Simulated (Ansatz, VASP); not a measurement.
**One calculation of CsLa5, two programs**

Contents of INCAR:

```
PREC = Accurate
ENCUT = 600
EDIFF = 1E-6
ISMEAR = 0
SIGMA = 0.1
LREAL = F
LASPH = T
NELM = 100
ALGO = Normal
ISIF = 3
LWAVE = F
LCHARG = F
GGA = PE
IBRION = 2
NSW = 100
EDIFFG = -0.01
```

The input KPOINTS:

```
Automatic mesh
0
Gamma
  6 6 6
```

The input POSCAR:

```
CsLa5
1.0
    7.2623081220      0.0000000000      0.0000000000
   -3.6311540610      6.2893433237      0.0000000000
    0.0000000000      0.0000000000      5.9044070554
Cs La
1 5
Direct
    0.0000000000      0.0000000000      0.0000000000
    0.3333333333      0.6666666667      0.0000000000
    0.6666666667      0.3333333333      0.0000000000
    0.5000000000      0.0000000000      0.5000000000
    0.5000000000      0.5000000000      0.5000000000
    0.0000000000      0.5000000000      0.5000000000
```

Input for Ansatz:

```yaml
crystal:
  lattice:
    - [7.262308122, 0.0, 0.0]
    - [-3.631154061, 6.2893433237, 0.0]
    - [0.0, 0.0, 5.9044070554]
  atoms:
    - { symbol: Cs, position: [0.0, 0.0, 0.0] }
    - { symbol: La, position: [0.3333333333, 0.6666666667, 0.0] }
    - { symbol: La, position: [0.6666666667, 0.3333333333, 0.0] }
    - { symbol: La, position: [0.5, 0.0, 0.5] }
    - { symbol: La, position: [0.5, 0.5, 0.5] }
    - { symbol: La, position: [0.0, 0.5, 0.5] }
basis:
  ecutwfc: 420
kpoints:
  mp_grid: { grid: [6, 6, 6] }
hamiltonian:
  xc: pbe
scf:
  occupations: { method: gaussian, width: 0.1 }
output:
  forces: true
  stress: true
  eigenvalues: true
  write_density: true
  write_potential: true
  elf: true
  volumetric_format: npy
relax:
  adjacent_minimum: "off"
  f_tol: 0.01
  max_steps: 80
  cell: { stress_tol: 0.05 }
```

Change from the starting cell: species swapped into the SmCo5 type (P6/mmm, No. 191).

Alike in both runs: task relaxation of cell and atoms; functional PBE; k mesh 6 × 6 × 6; occupations gaussian, width 0.1 eV; no spin polarisation.

|  | VASP | Ansatz |
| --- | --- | --- |
| version | VASP 6.6.1 | Ansatz 0.2.0 |
| potentials or method | VASP PAW PBE potentials, release 64 (Cs_sv, La) | scalar-relativistic, plane waves, PAW |
| plane-wave cutoff (eV) | 600 | 420 |
| valence electrons in the cell | 64 | 64 |

Ansatz gave:

```
gap on the k mesh at the Fermi level, each at its own relaxed structure (eV) : none
relaxed volume (Å³/atom)                                                     : 45.33
relaxed cell length with the largest relative difference (Å)                 : 5.998
energy change over the relaxation (meV/atom)                                 : -1
```

Problem. Estimate VASP's values.

Solution. gap on the k mesh at the Fermi level, each at its own relaxed structure (eV): none; relaxed volume (Å³/atom): 45.40; relaxed cell length with the largest relative difference (Å): 6.004; energy change over the relaxation (meV/atom): -1.

A gap of «none» marks a metal or a gap that the smearing closes.

Spin-orbit coupling is left out, which matters for the levels of Cs, La.
